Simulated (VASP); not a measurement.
Here is the system:

```
CELL_PARAMETERS angstrom
      0.00000     2.60000     2.60000
      2.60000     0.00000     2.60000
      2.60000     2.60000     0.00000
ATOMIC_POSITIONS crystal
  Mg 0.00000 0.00000 0.00000
  S  0.50000 0.50000 0.50000
```

The numbers are results of PW91 GGA, VASP's PBE PAW potentials (set 64) (plane waves; VASP), not measurements. Run with 520 eV cut-off, 8×8×8 Γ-centred mesh, Gaussian smearing of 0.050 eV, potentials Mg S.

### Question
The ions, cell shape and volume are relaxed. What does this cell relax into?

### Answer

```
CELL_PARAMETERS angstrom
      0.00000     2.61133     2.61133
      2.61133     0.00000     2.61133
      2.61133     2.61133     0.00000
ATOMIC_POSITIONS crystal
  Mg 0.00000 0.00000 0.00000
  S  0.50000 0.50000 0.50000
```
Space group Fm-3m (225), at a tolerance of 0.03 Å.

### Question
How do energy and volume change from the first to the last step?

### Answer
The energy (σ→0) changes by -0.7 meV/atom and the volume by +1.3 %, in 3 ionic steps.

The compound is MgS in the rock salt structure. This run relaxes it. Symmetry was kept, so distortions that lower it aren't found.
